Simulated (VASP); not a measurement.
Here is the system:

```xyz
2
Lattice="2.7123 0.0000 0.0000 -1.3561 2.3489 0.0000 0.0000 0.0000 4.6707" Properties=species:S:1:pos:R:3 pbc="T T T"
Pt     1.3562     0.7830     3.5030
Pt     0.0000     1.5659     1.1677
```

All values below come from LDA (Ceperley-Alder, Perdew-Zunger), VASP's LDA PAW potentials (set 64) (plane waves; VASP). Run with 400 eV cut-off, Gaussian smearing of 0.050 eV, potentials Pt.

Problem. Give the energies of bands 1 to 12 at the high-symmetry points, in eV from the Fermi level.

Solution. 
| band | Γ | M | K | A | L | H |
|---|---|---|---|---|---|---|
| 1 | -10.37 | -7.03 | -5.97 | -8.53 | -7.14 | -5.62 |
| 2 | -7.66 | -6.90 | -5.22 | -8.53 | -7.14 | -5.62 |
| 3 | -4.31 | -6.25 | -5.22 | -4.35 | -5.71 | -4.96 |
| 4 | -3.78 | -3.68 | -4.70 | -4.35 | -5.71 | -4.96 |
| 5 | -3.78 | -3.50 | -4.02 | -3.78 | -2.02 | -4.02 |
| 6 | -3.36 | -3.22 | -4.02 | -3.78 | -2.02 | -4.02 |
| 7 | -3.36 | -2.93 | -2.81 | -3.78 | -1.00 | -2.64 |
| 8 | -2.04 | 0.06 | -0.81 | -3.78 | -1.00 | -2.64 |
| 9 | -2.04 | 0.30 | -0.81 | -0.87 | 0.44 | -0.20 |
| 10 | -0.94 | 0.54 | -0.72 | -0.87 | 0.44 | -0.20 |
| 11 | -0.23 | 2.37 | 4.52 | -0.87 | 1.68 | 6.82 |
| 12 | -0.23 | 3.93 | 4.52 | -0.87 | 1.68 | 6.82 |

It has no gap at this level: it comes out as a metal or semimetal.

The structure comes from a computed database's Pt entry (P6_3/mmc); how it stands against other phases isn't given here. It was relaxed first, which changed the volume by -6 %.
